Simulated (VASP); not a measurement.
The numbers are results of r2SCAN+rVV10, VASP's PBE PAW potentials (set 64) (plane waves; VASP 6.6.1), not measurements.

The input files of a VASP run:

POSCAR:
```
W
1
   -1.6147463001     1.6147463001     1.6147463001
    1.6147463001    -1.6147463001     1.6147463001
    1.6147463001     1.6147463001    -1.6147463001
W
1
Direct
  0.0000000000   0.0000000000   0.0000000000
```

**INCAR**
```
SYSTEM = W
PREC = Accurate
ENCUT = 520
EDIFF = 1E-7
NELM = 100
ALGO = Normal
LREAL = .FALSE.
LASPH = .TRUE.
ISMEAR = 1
SIGMA = 0.1
METAGGA = R2SCAN
LUSE_VDW = .TRUE.
BPARAM = 11.95
CPARAM = 0.0093
LMIXTAU = .TRUE.
LMAXMIX = 6
LWAVE = .FALSE.
LCHARG = .FALSE.
ISIF = 2
```

File KPOINTS:
```
Automatic
0
gamma
 16 16 16
0 0 0
```

POTCAR, in this order: W_sv (PBE.64 set). Program: vasp_std.

What will the output report for the number of irreducible k-points (NKPTS), largest plane-wave count, number of space-group operations, FFT grid (NGX, NGY, NGZ)?

```json
{
  "number of irreducible k-points (NKPTS)": "145",
  "largest_plane_wave_count": "466",
  "number_of_space_group_operations": "48",
  "FFT grid (NGX, NGY, NGZ)": "24 × 24 × 24"
}
```

The compound is W in the bcc structure. This cell is one point of a volume scan, at 1.06 of the reference volume.
